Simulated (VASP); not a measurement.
All values below come from PBE GGA, VASP's PBE PAW potentials (set 64) (plane waves; VASP 6.6.1).

VASP input:

File POSCAR:
```
Ni3Si
1
    3.5332220000     0.0000000000     0.0000000000
    0.0000000000     3.4466040000     0.0000000000
    0.0000000000     0.0000000000     3.5558220000
Si Ni
1 3
Direct
  0.0000000000   0.0000000000   0.0000000000
  0.0000000000   0.5000000000   0.5000000000
  0.5000000000   0.0000000000   0.5000000000
  0.5058990000   0.5000000000   0.0000000000
```

File KPOINTS:
```
Automatic
0
G
8 8 8
```

### INCAR
```
! general
SYSTEM  = Ni3Si
PREC    = Accurate
ENCUT   = 400
LREAL   = .False.
LASPH   = .True.
ISYM    = 1

! electronic loop
EDIFF   = 1E-6
NELM    = 100
ALGO    = Normal
LMAXMIX = 4

! smearing
ISMEAR  = 1
SIGMA   = 0.1

! functional
GGA     = PE

! ions
ISIF    = 2

! output
LWAVE   = .False.
LCHARG  = .False.
```

POTCAR, in this order: Si Ni (PBE.64 set). Program: vasp_std.

What will the output report for the number of irreducible k-points (NKPTS), number of bands (NBANDS), largest plane-wave count, number of space-group operations, FFT grid (NGX, NGY, NGZ)?

```
Property                                      Result
--------------------------------------  ------------
number of irreducible k-points (NKPTS)           125
number of bands (NBANDS)                          21
largest plane-wave count                         804
number of space-group operations                   4
FFT grid (NGX, NGY, NGZ)                24 × 24 × 24
```

The compound is Ni3Si in the L1_2 structure. The cell was not relaxed at this level, atoms are displaced from their ideal sites. The run is one of a series of settings (ISYM = 1 against the base run), some of them coarse on purpose. The run is not spin-polarised, so no magnetic state was tried.
